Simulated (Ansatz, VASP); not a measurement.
**Sn2F in VASP and in Ansatz**

```
Sn F
1.0
     0.00000    3.15272    3.15272
     3.15272    0.00000    3.15272
     3.15272    3.15272    0.00000
Sn F
2 1
Direct
  0.75000 0.75000 0.75000
  0.50000 0.50000 0.50000
  0.00000 0.00000 0.00000
```

Change from the starting cell: species swapped into the Cu2Se type (F-43m, No. 216).

Alike in both runs: task single point; functional PBE; k mesh 6 × 6 × 6; occupations gaussian, width 0.1 eV; no spin polarisation.

|  | VASP | Ansatz |
| --- | --- | --- |
| version | VASP 6.6.1 | Ansatz 0.2.0 |
| potentials or method | VASP PAW PBE potentials, release 64 (Sn_d, F) | scalar-relativistic, plane waves, PAW |
| plane-wave cutoff (eV) | 520 | 420 |
| valence electrons in the cell | 35 | 35 |

|  | VASP | Ansatz | Ansatz less VASP |
| --- | --- | --- | --- |
| gap on the k mesh at the Fermi level (eV) | none | none | - |
| pressure (GPa) | 12.4 | 12.6 | +0.14 |

A gap of «none» marks a metal or a gap that the smearing closes.

Caveats: an odd number of electrons without spin polarisation forces a metal; a magnetic or distorted state may lie lower.
